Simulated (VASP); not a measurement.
The system is Zr3MoC.

```xyz
5
Lattice="4.3404 0.0000 0.0000 0.0000 4.3404 0.0000 0.0000 0.0000 4.3404" Properties=species:S:1:pos:R:3 pbc="T T T"
Zr    2.1702    0.0000    0.0000
Zr    0.0000    2.1702    0.0000
Zr    0.0000    0.0000    2.1702
Mo    0.0000    0.0000    0.0000
C     2.1702    2.1702    2.1702
```

The cell was built by a generator and needn't be a form met in nature.

The cell isn't the ideal one: random cell by space group and Wyckoff sites (Pm-3m, No. 221).

```yaml
Program: VASP 6.6.1
Task: relaxation of cell and atoms
Functional: PBE
Potentials_or_basis: VASP PAW PBE potentials, release 64 (Zr_sv, Mo_sv, C)
Cutoff: 600 eV
k_mesh: 4 × 4 × 4
Occupations: gaussian, width 0.1 eV
Spin: no spin polarisation
```

At the start: pressure 64.5 GPa; volume 16.35 Å³/atom.

Q: Where does the relaxation end?

A: Over 5 steps the energy falls by 1030.8 meV/atom and the volume is 23.73 Å³/atom (+45.1 %); space group Pm-3m (No. 221, to 0.05 Å).

The path:
```
step  energy change (eV)  largest force (eV/Å)  pressure (GPa)  volume (Å³)
   1              0.0000                0.0000           64.46        81.77
   2             -0.8183                0.0000          -14.91       186.95
   3             -5.1326                0.0000           -1.94       122.11
   4             -5.1499                0.0000           -0.87       120.15
   5             -5.1540                0.0000            0.02       118.64
```

Final structure:
```
Zr Mo C
1.0
     4.91370    0.00000    0.00000
     0.00000    4.91370    0.00000
     0.00000    0.00000    4.91370
Zr Mo C
3 1 1
Direct
  0.50000 0.00000 0.00000
  0.00000 0.50000 0.00000
  0.00000 0.00000 0.50000
  0.00000 0.00000 0.00000
  0.50000 0.50000 0.50000
```

Caveat: the k mesh is coarse (spacing up to 0.36 Å⁻¹), so the values aren't converged; the volume moved by over 15 % at a fixed basis, so the end points are rough.
